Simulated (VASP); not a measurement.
An input for Ansatz (written as the equivalent of a VASP run, and not itself run):

Ansatz 0.2 input:
```yaml
crystal:
  lattice:
    - [2.7007616, 0.0000000, 0.0000000]
    - [0.0000000, 2.7007616, 0.0000000]
    - [0.0000000, 0.0000000, 2.7007616]
  atoms:
    - { symbol: Al, position: [0.0000000, 0.0000000, 0.0000000] }
kpoints:
  mp_grid: { grid: [12, 12, 12] }
hamiltonian:
  xc: pbesol
  pseudopotentials: { kind: paw }
scf:
  occupations: { method: methfessel_paxton, width: 0.1 }
  max_iter: 100
relax:
  max_steps: 60
  f_tol: 0.01
  cell: {}
output: { forces: true, stress: true, eigenvalues: true }
```

Translate this input to VASP (INCAR, KPOINTS, POSCAR, choice of POTCAR).

This is not unique; one that fits is 
### INCAR
```
ALGO = Normal
EDIFF = 1E-6
EDIFFG = -0.01
ENCUT = 400
GGA = PS
IBRION = 2
ISIF = 3
ISMEAR = 1
LASPH = .TRUE.
LCHARG = .FALSE.
LREAL = .FALSE.
LWAVE = .FALSE.
NELM = 100
NSW = 60
PREC = Accurate
SIGMA = 0.1
SYSTEM = Al
```

File KPOINTS:
```
K-points
0
G
  12 12 12
```

### POSCAR
```
Al
1
    2.7007615696    -0.0000000000    -0.0000000000
    0.0000000000     2.7007615696    -0.0000000000
    0.0000000000     0.0000000000     2.7007615696
Al
1
Direct
  0.0000000000   0.0000000000   0.0000000000
```

POTCAR, in this order: Al (PBE.64 set). Program: vasp_std.

The two are equivalent in intent, not identical: each code has its own PAW files, so the cut-off isn't converted (ENCUT is set for VASP's; basis.ecutwfc is left out, and Ansatz then takes the one that its files recommend); Ansatz stops its SCF on the density residual and VASP on the energy change (EDIFF).

The structure was generated: Al was put into the simple-cubic type (Pm-3m), which need not be its known phase. It was relaxed first, which changed the volume by +6 %. The start is the result of an earlier pass.
